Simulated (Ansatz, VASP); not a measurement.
# Two plane-wave programs on HfBr

```
CELL_PARAMETERS angstrom
3.66078 0.00000 0.00000
0.00000 3.66078 0.00000
0.00000 0.00000 3.66078
ATOMIC_POSITIONS crystal
Hf 0.50000 0.50000 0.50000
Br 0.00000 0.00000 0.00000
```

Change from the starting cell: species swapped into the CsBr type (Pm-3m, No. 221).

Alike in both runs: task single point; functional PBE; k mesh 6 × 6 × 6; occupations gaussian, width 0.1 eV; no spin polarisation.

|  | VASP | Ansatz |
| --- | --- | --- |
| version | VASP 6.6.1 | Ansatz 0.2.0 |
| potentials or method | VASP PAW PBE potentials, release 64 (Hf_pv, Br) | scalar-relativistic, plane waves, PAW |
| plane-wave cutoff (eV) | 520 | 420 |
| valence electrons in the cell | 17 | 33 |

|  | VASP | Ansatz | Ansatz less VASP |
| --- | --- | --- | --- |
| gap on the k mesh at the Fermi level (eV) | none | none | - |
| pressure (GPa) | -8.0 | -7.6 | +0.33 |

A gap of «none» marks a metal or a gap that the smearing closes. The functional is the same, so the differences come from potentials, cutoffs and numerics. The two sets of potentials don't hold the same shells in valence.

Caveats: an odd number of electrons without spin polarisation forces a metal; a magnetic or distorted state may lie lower. The runs have no spin-orbit coupling, so splittings on Hf are missing.
